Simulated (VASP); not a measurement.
# Br2Zn in VASP: settings compared, part 2 of 2

VASP 6.6.1.

## 4. Relaxation of the atoms, SCAN+D3(BJ)

Contents of INCAR:

```
SYSTEM = ZnBr2
PREC = Accurate
ENCUT = 520
EDIFF = 1E-6
ISMEAR = 0
SIGMA = 0.01
LREAL = .FALSE.
LASPH = .TRUE.
NELM = 60
ALGO = Normal
ISIF = 2
LWAVE = .FALSE.
LCHARG = .FALSE.
METAGGA = SCAN
LMIXTAU = .TRUE.
IVDW = 12
IBRION = 2
NSW = 40
EDIFFG = -0.02
```

Contents of KPOINTS:

```
Automatic mesh
0
G
  1 1 1
  0 0 0
```

Contents of POSCAR:

```
ZnBr2
1.0
   11.0000000000      0.0000000000      0.0000000000
    0.0000000000     13.0000000000      0.0000000000
    0.0000000000      0.0000000000     11.0000000000
Br Zn
2 1
Cartesian
    6.4922999900      8.3799999400      6.2651499900
    4.5337000500      4.6619999400      4.8028500300
    5.5110000000      6.5225000100      5.5330500500
```

Potentials or basis: VASP PAW PBE potentials, release 64 (Br, Zn).

Started as:

```
cat potpaw_PBE.64/Br/POTCAR potpaw_PBE.64/Zn/POTCAR > POTCAR
mpirun -np 1 vasp_gam > vasp.out
```

OUTCAR:

```text
SYSTEM = ZnBr2
   PREC = Accurate
   ENCUT = 520
   EDIFF = 1E-6
   ISMEAR = 0
   LREAL = .FALSE.
   LASPH = .TRUE.
   NELM = 60
   ISIF = 2
   METAGGA = SCAN
   IVDW = 12
   IBRION = 2
   NSW = 40
   EDIFFG = -0.02
 IVDW          = 12

 ion  position               nearest neighbor table
   1  0.590  0.645  0.570-   3 2.22
   2  0.412  0.359  0.437-   3 2.22
   3  0.501  0.502  0.503-   1 2.22   2 2.22

  LATTYP: Found a simple tetragonal cell.
 ALAT       =    11.0000000000
 C/A-ratio  =     1.1818181818

  Lattice vectors:

 A1 = ( -11.0000000000,   0.0000000000,   0.0000000000)
 A2 = (   0.0000000000,   0.0000000000,  11.0000000000)
 A3 = (   0.0000000000,  13.0000000000,   0.0000000000)

Analysis of symmetry for initial positions (statically):
=====================================================================
 Subroutine PRICEL returns:
 Original cell was already a primitive cell.

 Routine SETGRP: Setting up the symmetry group for a
 simple tetragonal supercell.

 Subroutine GETGRP returns: Found  1 space group operations
 (whereof  1 operations were pure point group operations)
 out of a pool of 16 trial point group operations.

The static configuration has the point symmetry C_1 .

Analysis of symmetry for dynamics (positions and initial velocities):
=====================================================================
 Subroutine PRICEL returns:
 Original cell was already a primitive cell.

 Routine SETGRP: Setting up the symmetry group for a
 simple tetragonal supercell.

 Subroutine GETGRP returns: Found  1 space group operations
 (whereof  1 operations were pure point group operations)
 out of a pool of 16 trial point group operations.

The dynamic configuration has the point symmetry C_1 .

 Subroutine INISYM returns: Found  1 space group operations
 (whereof  1 operations are pure point group operations),
 and found     1 'primitive' translations

----------------------------------------------------------------------------------------

                                     Primitive cell

  volume of cell :    1573.0000

  direct lattice vectors                    reciprocal lattice vectors
    11.000000000  0.000000000  0.000000000     0.090909091  0.000000000  0.000000000
     0.000000000 13.000000000  0.000000000     0.000000000  0.076923077  0.000000000
     0.000000000  0.000000000 11.000000000     0.000000000  0.000000000  0.090909091

  length of vectors
    11.000000000 13.000000000 11.000000000     0.090909091  0.076923077  0.090909091

  position of ions in fractional coordinates (direct lattice)
     0.590209090  0.644615380  0.569559090
     0.412154550  0.358615380  0.436622730
     0.501000000  0.501730770  0.503004550

  ion indices of the primitive-cell ions
   primitive index   ion index
                 1           1
                 2           2
                 3           3

----------------------------------------------------------------------------------------

 KPOINTS: Automatic mesh

Automatic generation of k-mesh.
 Grid dimensions read from file:
 generate k-points for:    1    1    1

 Generating k-lattice:

  Cartesian coordinates                     Fractional coordinates (reciprocal lattice)
     0.090909091  0.000000000  0.000000000     1.000000000  0.000000000  0.000000000
     0.000000000  0.076923077  0.000000000     0.000000000  1.000000000  0.000000000
     0.000000000  0.000000000  0.090909091     0.000000000  0.000000000  1.000000000

  Length of vectors
     0.090909091  0.076923077  0.090909091

  Shift w.r.t. Gamma in fractional coordinates (k-lattice)
     0.000000000  0.000000000  0.000000000

 Subroutine IBZKPT returns following result:
 ===========================================

 Found      1 irreducible k-points:

 Following reciprocal coordinates:
            Coordinates               Weight
  0.000000  0.000000  0.000000      1.000000
   k-points           NKPTS =      1   k-points in BZ     NKDIM =      1   number of bands    NBANDS=     17
   number of dos      NEDOS =    301   number of ions     NIONS =      3
   total plane-waves  NPLWV = 691488
   dimension x,y,z NGX =    84 NGY =   98 NGZ =   84
   dimension x,y,z NGXF=   168 NGYF=  196 NGZF=  168
   ions per type =               2   1
   NGX,Y,Z   is equivalent  to a cutoff of  12.70, 12.53, 12.70 a.u.
   NGXF,Y,Z  is equivalent  to a cutoff of  25.39, 25.06, 25.39 a.u.
 SYSTEM =  ZnBr2
   PREC   = accura    normal or accurate (medium, high low for compatibility)
   ISTART =      0    job   : 0-new  1-cont  2-samecut
   ICHARG =      2    charge: 1-file 2-atom 10-const
   ISPIN  =      1    spin polarized calculation?
   LNONCOLLINEAR =      F non collinear calculations
   LSORBIT =      F    spin-orbit coupling
   LASPH  =      T    aspherical Exc in radial PAW
   ENCUT  =  520.0 eV  38.22 Ry    6.18 a.u.  20.45 24.17 20.45*2*pi/ulx,y,z
   NELM   =     60;   NELMIN=  2; NELMDL= -5     # of ELM steps
   EDIFF  = 0.1E-05   stopping-criterion for ELM
   LREAL  =      F    real-space projection
   EDIFFG = -.2E-01   stopping-criterion for IOM
   NSW    =     40    number of steps for IOM
   IBRION =      2    ionic relax: 0-MD 1-quasi-New 2-CG
   NFREE  =      1    steps in history (QN), initial steepest desc. (CG)
   ISIF   =      2    stress and relaxation
   ISYM   =      2    0-nonsym 1-usesym 2-fastsym
   POTIM  = 0.5000    time-step for ionic-motion
   TEBEG  =    0.0;   TEEND  =   0.0 temperature during run
   PSTRESS=    0.0 pullay stress
   NELECT =      26.0000    total number of electrons
   NUPDOWN=      -1.0000    fix difference up-down
   EMIN   =  10.00;   EMAX   =-10.00  energy-range for DOS
   EFERMI =   0.00;   METHOD = LEGACY
   ISMEAR =     0;   SIGMA  =   0.01  broadening in eV -4-tet -1-fermi 0-gaus
   EFERMI_NEDOS =   21; number of points for ismear=-14 and -15
   IALGO  =     38    algorithm
   IMIX   =      4    mixing-type and parameters
     AMIX     =   0.40;   BMIX     =  1.00
     AMIX_MAG =   1.60;   BMIX_MAG =  1.00
  volume/ion in A,a.u.               =     524.33      3538.38
  Fermi-wavevector in a.u.,A,eV,Ry     =   0.417020  0.788053  2.366125  0.173905
  Thomas-Fermi vector in A             =   1.376994
   LORBIT       =      0    0 simple, 1 ext, 2 COOP (PROOUT), +10 PAW based schemes
   METAGGA = SCAN    functional components
   LHFCALC =     F    Hartree Fock is set to
   AEXX    =    0.0000 exact exchange contribution
   IVDW    =    12    specifies the selected vdW correction
   LEPSILON=     F    determine dielectric tensor
   LRPA    =     F    only Hartree local field effects (RPA)
 conjugate gradient relaxation of ions
 non-spin polarized calculation
 Gauss-broadening in eV      SIGMA  =   0.01
  energy-cutoff  :      520.00
  volume of cell :     1573.00
 maximum number of plane-waves:     21209
 NGX is ok and might be reduce to    84
   NGX = 41   NGY = 49   NGZ = 41

--------------------------------------- Ionic step        1  -------------------------------------------

 number of electron      26.0000000 magnetization

 Free energy of the ion-electron system (eV)
  ---------------------------------------------------
  ext. energy  EPLUGINS =         0.00000000
  ---------------------------------------------------
  free energy    TOTEN  =       -53.88139573 eV

  energy without entropy =      -53.88139573  energy(sigma->0) =      -53.88139573

------------------------ aborting loop because EDIFF is reached ----------------------------------------

 Edisp (eV)   -0.01463

 E6    (eV) :    -0.0146
[... 34 lines left out ...]
--------------------------------------- Ionic step        2  -------------------------------------------

 number of electron      26.0000000 magnetization

------------------------ aborting loop EDIFF was not reached (unconverged)  ----------------------------

 Edisp (eV)   -0.01470

 E6    (eV) :    -0.0147

 E8    (eV) :     0.0000
[... 69 lines left out ...]
  FREE ENERGIE OF THE ION-ELECTRON SYSTEM (eV)
  ---------------------------------------------------
  free  energy   TOTEN  =       -53.9136992245 eV

  energy  without entropy=      -53.9136992245  energy(sigma->0) =      -53.91369922

[... ionic steps 4 to 7 ...]

--------------------------------------- Ionic step        8  -------------------------------------------

 number of electron      25.9999999 magnetization

------------------------ aborting loop because EDIFF is reached ----------------------------------------
[... 81 lines left out ...]
--------------------------------------- Ionic step       10  -------------------------------------------

 number of electron      26.0000000 magnetization

 Free energy of the ion-electron system (eV)
  ---------------------------------------------------
  ext. energy  EPLUGINS =         0.00000000
  ---------------------------------------------------
  free energy    TOTEN  =       -53.89983281 eV

  energy without entropy =      -53.89983281  energy(sigma->0) =      -53.89983281

 E-fermi :  -7.1789     XC(G=0):  -0.7621

 val. band max:       -7.2789488277   @ k =   0.0000   0.0000   0.0000
 cond. band min:      -2.0452657000   @ k =   0.0000   0.0000   0.0000
 fundamental gap:      5.2336831278
 Fermi energy:        -7.1788788665

 k-point     1 :       0.0000    0.0000    0.0000
  band No.  band energies     occupation
      1     -20.6900      2.00000
      2     -20.4125      2.00000
      3     -13.0665      2.00000
      4     -12.8016      2.00000
      5     -12.8003      2.00000
      6     -12.6527      2.00000
[... 9 lines left out ...]
     16      -0.6086      0.00000
     17       0.2927      0.00000
[... 34 lines left out ...]
  FREE ENERGIE OF THE ION-ELECTRON SYSTEM (eV)
  ---------------------------------------------------
  free  energy   TOTEN  =       -53.9145731177 eV

  energy  without entropy=      -53.9145731177  energy(sigma->0) =      -53.91457312

 reached required accuracy - stopping structural energy minimisation
```

Wall time 40 min (1 thread of Intel Xeon Platinum 8559C (Emerald Rapids), shared host); peak memory 1.5 GiB.

Results:

* Free energy: -53.9146 eV
* Energy gained by relaxing: 6.2 meV/atom
* Ionic steps: 10
* Largest force after relaxing: 0.003 eV/Å
* Gap between the frontier levels: 5.23 eV
* Dispersion energy per atom: -0.005 eV

Forces in eV/Å, atoms in the order of the input:
```
Br   0.002  0.001  0.000
Br  -0.003 -0.002  0.000
Zn   0.001  0.000  0.000
```

Step by step:
```
step  energy change (eV)  largest force (eV/Å)  pressure (GPa)
   1              0.0000                0.5120           -0.08
   2             -0.0162                0.1869           -0.03
   3             -0.0177                0.0735            0.01
   4             -0.0183                0.0692            0.00
   5             -0.0184                0.0844            0.00
   6             -0.0184                0.0543            0.00
   7             -0.0185                0.0267            0.00
   8             -0.0185                0.0246            0.00
   9             -0.0185                0.0371            0.00
  10             -0.0185                0.0031            0.00
```

Final structure:
```xyz
3
Lattice="11.0000 0.0000 0.0000 0.0000 13.0000 0.0000 0.0000 0.0000 11.0000" Properties=species:S:1:pos:R:3 pbc="T T T"
Br    6.4730    8.3514    6.2552
Br    4.5455    4.6940    4.8166
Zn    5.5184    6.5191    5.5293
```

Caveat: the PAW data sets were made with another functional, which shifts forces and pressure a little. SCAN opens gaps a little over a GGA but as a rule still falls short of measured ones.

## 5. Summary

```csv
task,level,cell,gap on the mesh (eV),largest force (eV/Å)
atomic charges,PBE+TS,as given,4.47,0.13
electron localisation function,PBE,as given,4.47,0.12
relaxation of the atoms,SCAN+D3(BJ),atoms relaxed,5.23,-
```

Alike in all rows: potentials or basis VASP PAW PBE potentials, release 64 (Br, Zn); no spin polarisation; k mesh 1 × 1 × 1; cutoff (eV) 520; smearing gaussian 0.01 eV.

Caveats: the PAW data sets were made with another functional, which shifts forces and pressure a little (some runs).

Total energies depend on the potentials used, so only differences within one code and one set of settings carry meaning.
